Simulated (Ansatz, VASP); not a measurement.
# Cross-check of Mo2NO2 between VASP and Ansatz, part 2 of 2

One calculation is typed for both programs; each brings its own data sets. How far apart do they land? The structure shown is the start of the Ansatz relaxation below; VASP solves that cell, so the two are compared at the walk's first step.

VASP 6.6.1 and Ansatz 0.2.0.

So far. Step 4 (Side by side): The forces differ by 17 meV/Å r.m.s., which is 1.5 % of the r.m.s. force of 1.141 eV/Å (both taken over all components). With vacuum in the cell, a pressure given here is an average over mostly empty space and none of the material.

### 5. Ansatz: relaxation, PBEsol

Level of this step: Ansatz beside VASP: Kohn-Sham DFT, plane waves, PBEsol (Ansatz).

The two programs are compared at the cell with which this relaxation starts, whose forces are those of its first step.

The structure compared here is the start of the Ansatz relaxation; VASP solves that cell, so the two are compared at the walk's first step.

File input.yaml:

```yaml
crystal:
  lattice:
    - [3.1257984499, 0.0, 0.0]
    - [-1.562899225, 2.7070208647, 0.0]
    - [0.0, 0.0, 32.6]
  atoms:
    - { symbol: "N", position: [0.0, 0.0, 0.3067484663] }
    - { symbol: Mo, position: [0.3333333333, 0.6666666667, 0.3385629409] }
    - { symbol: Mo, position: [0.6666666667, 0.3333333333, 0.2749339916] }
    - { symbol: O, position: [0.6666666667, 0.3333333333, 0.3700904651] }
    - { symbol: O, position: [0.3333333333, 0.6666666667, 0.2434064674] }
  periodic: [true, true, false]
kpoints:
  mp_grid: { grid: [15, 15, 1] }
hamiltonian:
  xc: pbesol
scf:
  occupations: { method: gaussian, width: 0.1 }
output:
  forces: true
  stress: true
  eigenvalues: true
relax:
  adjacent_minimum: "off"
  f_tol: 0.005
  max_steps: 80
  cell: { stress_2d_tol: 0.02 }
```

Started as:

```console
ansatz run input.yaml --threads 8 --pin off --max-ram 14336MiB --backend cpu --events-out ev --progress --plain --runs-dir out
```

Numbers of over 12 decimals in the logs are rounded to 6 here.

The program printed:

```text
[...]
Crystal: 5 atoms, lattice volume = 275.848 Å³
Basis set: ecut = 420 eV, 5353 PW (Γ), exchange–correlation on 48×48×450 points (8 copies of the dense FFT grid, shifted against one another)
Bands: 28, of which v1, the nominal top of the filled ones, is band 23 counted from 1 (22 counted from 0)
Symmetry: 12 space group operations
[...]
k-points: 27 of 225
[...]
cell:  # Å, volume = 276.0611 Å³
    - [3.127004, 2.8878682511270724e-11, 0]
    - [-1.563502, 2.708065, 0]
    - [0, 0, 32.6]
  atoms:
    - { symbol: N, position: [0, 0, 0.30674846626] }
    - { symbol: Mo, position: [0.333333, 0.666667, 0.338533] }
    - { symbol: Mo, position: [0.666667, 0.333333, 0.274964] }
    - { symbol: O, position: [0.666667, 0.333333, 0.370049] }
    - { symbol: O, position: [0.333333, 0.666667, 0.243447] }
[key lines of the parts left out:]
SCF converged after 6 iterations
Free energy (F): -11295.768311 eV
Fermi energy:    -6.094655 eV
P = ½ c Tr σ = 0.0134 N/m
```

### 6. VASP: single point, PBEsol, start cell, pair 2

The same cell, functional, mesh and smearing now go to VASP, with its own data sets.

File INCAR:

```
SYSTEM = Mo2NO2
PREC = Accurate
ENCUT = 520
EDIFF = 1E-06
NELM = 120
ISMEAR = 0
SIGMA = 0.1
LREAL = .FALSE.
ALGO = Normal
GGA = PS
NBANDS = 28
LASPH = .TRUE.
LORBIT = 11
LWAVE = .FALSE.
LCHARG = .FALSE.
ISIF = 2
LDIPOL = .TRUE.
IDIPOL = 3
DIPOL = 0.5 0.5 0.307
LVHAR = .TRUE.
GGA_COMPAT = .FALSE.
NELMDL = -8
KPAR = 2
```

File POSCAR:

```
Mo2NO2
1.0
    3.1257980000      0.0000000000      0.0000000000
   -1.5628990000      2.7070210000      0.0000000000
    0.0000000000      0.0000000000     32.6000000000
N Mo O
1 2 2
Direct
    0.0000000000      0.0000000000      0.3067484663
    0.3333333949      0.6666667898      0.3385629448
    0.6666666051      0.3333332102      0.2749339877
    0.6666666051      0.3333332102      0.3700904601
    0.3333333949      0.6666667898      0.2434064724
```

File KPOINTS:

```
Automatic mesh
0
Gamma
15 15 1
0 0 0
```

Potentials, in the order of the species: N, Mo_sv and O (PBE family, release 64).

Started as:

```console
mpirun -np 2 vasp_std
```

The program printed:

```text
[banner, memory and clock lines left out]
running    2 mpi-ranks, on    1 nodes
[...]
[... a notice as in an earlier step ...]

 LDA part: xc-table for (Slater+PW92), standard interpolation
 POSCAR, INCAR and KPOINTS ok, starting setup
[...]
entering main loop
       N       E                     dE             d eps       ncg     rms          rms(c)
DAV:   1     0.402813691248E+03    0.40281E+03   -0.24873E+04  2040   0.129E+03
DAV:   2    -0.201902634874E+02   -0.42300E+03   -0.41573E+03  1948   0.348E+02
DAV:   3    -0.554624566306E+02   -0.35272E+02   -0.34379E+02  1768   0.966E+01
DAV:   4    -0.566897930739E+02   -0.12273E+01   -0.12104E+01  2028   0.170E+01
[...]
DAV:  24    -0.483577241371E+02   -0.15128E-05   -0.69441E-08   932   0.127E-03    0.523E-04
DAV:  25    -0.483577260227E+02   -0.18856E-05   -0.74295E-08   944   0.802E-04    0.215E-04
DAV:  26    -0.483577266360E+02   -0.61325E-06   -0.33275E-08   884   0.605E-04
   1 F= -.48357727E+02 E0= -.48351677E+02  d E =-.120995E-01
```

Parts of OUTCAR (step 6):

```text
  Total        0.3146200      0.3146201      0.0913231      0.0000000      0.0000000     -0.0000000
  in kB        1.8273712      1.8273719      0.5304217      0.0000000      0.0000000     -0.0000000
  external PRESSURE =       1.3950550 kB  Pullay stress =       0.0000000 kB

 POSITION                                       TOTAL-FORCE (eV/Angst)
 -----------------------------------------------------------------------------------
      0.00000      0.00000     10.00000        -0.000000      0.000000      0.000000
      0.00000      1.80468     11.03715        -0.000000      0.000000      0.025081
      1.56290      0.90234      8.96285         0.000000     -0.000000     -0.025081
      1.56290      0.90234     12.06495         0.000000      0.000000      0.028826
      0.00000      1.80468      7.93505        -0.000000      0.000000     -0.028826
 -----------------------------------------------------------------------------------
    total drift:                               -0.000000      0.000000     -0.000154

  FREE ENERGIE OF THE ION-ELECTRON SYSTEM (eV)
  ---------------------------------------------------
  free  energy   TOTEN  =       -48.3577266360 eV

  energy  without entropy=      -48.3456271048  energy(sigma->0) =      -48.35167687

[... 3 further parts left out ...]
[key lines of the parts left out:]
E-fermi :  -3.0915
```

The run ends at a pressure of 0.14 GPa, with forces up to 0.029 eV/Å.

### 7. Comparison

What differs besides the data sets and the points named for the pairs above, as far as they apply: the cutoff is 420 eV in Ansatz and 520 eV in VASP. Total energies have different zeros and are not compared.

At this near-relaxed geometry the largest component of a force difference is 48 meV/Å. With vacuum in the cell, a pressure given here is an average over mostly empty space and none of the material.

### 8. Ansatz: relaxation, PBEsol

The two programs are compared at the cell with which this relaxation starts, whose forces are those of its first step.

The structure compared here is the start of the Ansatz relaxation; VASP solves that cell, so the two are compared at the walk's first step.

File input.yaml:

```yaml
crystal:
  lattice:
    - [3.1270044533, 0.0, 0.0]
    - [-1.5635022267, 2.7080652943, 0.0]
    - [0.0, 0.0, 32.6]
  atoms:
    - { symbol: "N", position: [0.0, 0.0, 0.3067484663] }
    - { symbol: Mo, position: [0.3333333333, 0.6666666667, 0.3385327914] }
    - { symbol: Mo, position: [0.6666666667, 0.3333333333, 0.2749641411] }
    - { symbol: O, position: [0.6666666667, 0.3333333333, 0.3700494364] }
    - { symbol: O, position: [0.3333333333, 0.6666666667, 0.2434474961] }
  periodic: [true, true, false]
kpoints:
  mp_grid: { grid: [18, 18, 1] }
hamiltonian:
  xc: pbesol
scf:
  occupations: { method: methfessel_paxton, width: 0.15 }
output:
  forces: true
  stress: true
  eigenvalues: true
  write_density: true
  write_potential: true
  elf: true
  volumetric_format: npy
relax:
  adjacent_minimum: "off"
  f_tol: 0.001
  max_steps: 60
  cell: { stress_2d_tol: 0.002 }
```

Started as:

```console
ansatz run input.yaml --threads 8 --pin off --max-ram 14336MiB --backend cpu --events-out ev --progress --plain --runs-dir out
```

The program printed:

```text
[...]
Crystal: 5 atoms, lattice volume = 276.061 Å³
Basis set: ecut = 420 eV, 5353 PW (Γ), exchange–correlation on 48×48×450 points (8 copies of the dense FFT grid, shifted against one another)
Bands: 28, of which v1, the nominal top of the filled ones, is band 23 counted from 1 (22 counted from 0)
Symmetry: 12 space group operations
[...]
k-points: 37 of 324
[...]
cell:  # Å, volume = 276.1971 Å³
    - [3.127774, 2.8874670625733984e-11, 0]
    - [-1.563887211942, 2.708732, 0]
    - [0, 0, 32.6]
  atoms:
    - { symbol: N, position: [0, 0, 0.30674846626] }
    - { symbol: Mo, position: [0.333333, 0.666667, 0.338519] }
    - { symbol: Mo, position: [0.666667, 0.333333, 0.274978] }
    - { symbol: O, position: [0.666667, 0.333333, 0.370008] }
    - { symbol: O, position: [0.333333, 0.666667, 0.243489] }
[key lines of the parts left out:]
SCF converged after 10 iterations
Free energy (F): -11295.760748 eV
Fermi energy:    -6.084561 eV
P = ½ c Tr σ = 0.0001 N/m
```

### 9. VASP: single point, PBEsol, start cell, pair 3

The same cell, functional, mesh and smearing now go to VASP, with its own data sets.

Edit INCAR of step 6 so:

```diff
@@ -5,4 +5,4 @@
 NELM = 120
-ISMEAR = 0
-SIGMA = 0.1
+ISMEAR = 1
+SIGMA = 0.15
 LREAL = .FALSE.
```

File POSCAR:

```
Mo2NO2
1.0
    3.1270040000      0.0000000000      0.0000000000
   -1.5635020000      2.7080650000      0.0000000000
    0.0000000000      0.0000000000     32.6000000000
N Mo O
1 2 2
Direct
    0.0000000000      0.0000000000      0.3067484663
    0.3333333949      0.6666667898      0.3385327914
    0.6666666051      0.3333332102      0.2749641411
    0.6666666051      0.3333332102      0.3700494479
    0.3333333949      0.6666667898      0.2434474847
```

File KPOINTS:

```
Automatic mesh
0
Gamma
18 18 1
0 0 0
```

Started as:

```console
mpirun -np 2 vasp_std
```

The program printed:

```text
[... set-up lines as in an earlier step ...]
 entering main loop
       N       E                     dE             d eps       ncg     rms          rms(c)
DAV:   1     0.410342553199E+03    0.41034E+03   -0.24823E+04  2784   0.129E+03
DAV:   2    -0.193867050959E+02   -0.42973E+03   -0.42221E+03  2720   0.348E+02
DAV:   3    -0.554483146389E+02   -0.36062E+02   -0.35268E+02  2384   0.982E+01
DAV:   4    -0.566892331746E+02   -0.12409E+01   -0.12262E+01  2820   0.172E+01
[...]
DAV:  24    -0.483502876865E+02   -0.16426E-05   -0.77329E-08  1260   0.138E-03    0.613E-04
DAV:  25    -0.483502896717E+02   -0.19852E-05   -0.80276E-08  1276   0.870E-04    0.260E-04
DAV:  26    -0.483502902281E+02   -0.55646E-06   -0.32285E-08  1200   0.663E-04
   1 F= -.48350290E+02 E0= -.48350297E+02  d E =0.197161E-04
```

From OUTCAR (step 9):

```text
  Total        0.2744305      0.2744305      0.0902709      0.0000000     -0.0000000     -0.0000000
  in kB        1.5927140      1.5927141      0.5239059      0.0000000     -0.0000000     -0.0000000
  external PRESSURE =       1.2364447 kB  Pullay stress =       0.0000000 kB

 POSITION                                       TOTAL-FORCE (eV/Angst)
 -----------------------------------------------------------------------------------
      0.00000      0.00000     10.00000         0.000000      0.000000      0.000000
      0.00000      1.80538     11.03617        -0.000000      0.000000      0.046219
      1.56350      0.90269      8.96383        -0.000000      0.000000     -0.046219
      1.56350      0.90269     12.06361        -0.000000     -0.000000      0.017996
      0.00000      1.80538      7.93639         0.000000     -0.000000     -0.017996
 -----------------------------------------------------------------------------------
    total drift:                               -0.000000      0.000000     -0.000172

  FREE ENERGIE OF THE ION-ELECTRON SYSTEM (eV)
  ---------------------------------------------------
  free  energy   TOTEN  =       -48.3502902281 eV

  energy  without entropy=      -48.3503099443  energy(sigma->0) =      -48.35029680

[... 3 further parts left out ...]
[key lines of the parts left out:]
E-fermi :  -3.0894
```

The run ends at a pressure of 0.12 GPa, with forces up to 0.046 eV/Å.

### 10. Differences

At this near-relaxed geometry the largest component of a force difference is 48 meV/Å. With vacuum in the cell, a pressure given here is an average over mostly empty space and none of the material.

### 11. Outcome

| Item | Value |
| --- | --- |
| r.m.s. force difference (single point, PBEsol, start cell, pair 1) | 1.5 % of the r.m.s. force |
| r.m.s. force difference (single point, PBEsol, start cell, pair 2) | 20 meV/Å |
| r.m.s. force difference (single point, PBEsol, start cell, pair 3) | 20 meV/Å |

**Reading.** The r.m.s. force difference is 20 meV/Å (single point, PBEsol, start cell, pair 2), beyond the 12 meV/Å picked in this series as the mark of a large difference. What causes the difference of the single point, PBEsol, start cell, pair 2 pair stays open here. What causes the difference of the single point, PBEsol, start cell, pair 3 pair stays open here. 3 further runs of this series are not shown here. How closely two codes agree says nothing of how well the functional describes the real material.

[Lines on the potential files, build, host, timing and source positions are cut from VASP's logs without a mark.]

[Logs are printed without paths, hosts, clocks, repeated set-up lines and the standing remarks that a program may print on its own settings, such as how far it seeks lower states.]

[Hosts, paths, dates, database ids (printed as entryN), source tags and the programs' standing remarks are cut or masked in the printed files.]
